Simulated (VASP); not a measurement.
Energy against volume of WC (wc). Method: rev-vdW-DF2, VASP's PBE PAW potentials (set 64) (plane waves; VASP). Run with 520 eV cut-off, 14×14×13 Γ-centred mesh, first-order Methfessel-Paxton smearing of 0.10 eV, potentials W_sv C.

Shape and ions are relaxed at each volume.

| V (Å³/atom) | E (eV/atom) |
|---|---|
| 9.844 | -9.47458 |
| 10.159 | -9.51413 |
| 10.473 | -9.52663 |
| 10.787 | -9.51603 |

### Question
Fit these four points and predict the energy of the run at 11.101 Å³/atom.

### Answer
A cubic in V^(−2/3), the third-order Birch-Murnaghan form, passes through the four points with V0 = 10.48 Å³/atom and B0 = 392 GPa, and gives -9.4855 eV/atom there. The run gave -9.4857 eV/atom, -0.2 meV/atom from the fit; all five points give B0 = 391 GPa.

The compound is WC in the wc structure. It was relaxed first.
